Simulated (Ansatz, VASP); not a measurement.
GdMg in VASP and in Ansatz

```
Gd Mg
1.0
     3.78050    0.00000    0.00000
     0.00000    3.78050    0.00000
     0.00000    0.00000    3.78050
Gd Mg
1 1
Direct
  0.00000 0.00000 0.00000
  0.50000 0.50000 0.50000
```

Alike in both runs: functional PBEsol; k mesh 9 × 9 × 9; occupations fermi-dirac, width 0.05 eV; collinear spin.

Ansatz relaxed the structure, and its values are those at the end. VASP's run is a single point on that final structure, the one shown.

|  | VASP | Ansatz |
| --- | --- | --- |
| version | VASP 6.6.1 | Ansatz 0.2.0 |
| potentials or method | VASP PAW PBE potentials, release 64 (Gd, Mg), cutoff 520 eV | all-electron LAPW, scalar-relativistic |

|  | VASP | Ansatz | Ansatz less VASP |
| --- | --- | --- | --- |
| pressure (GPa) | 0.0 | 0.0 | -0.01 |
| net moment per atom (μB) | 3.79 | 3.79 | 0.000 |
| size of the moment on the site where the two differ most (μB) | 6.95 | 7.36 | +0.407 |

Site moments also hang on the region over which each program counts them. Ansatz ran all-electron here, so the differences hold the error of VASP's frozen core and of both bases.

Caveats: the PAW data sets were made with another functional, which shifts forces and pressure a little (VASP). The state reached can hang on the start; a lower one may exist.
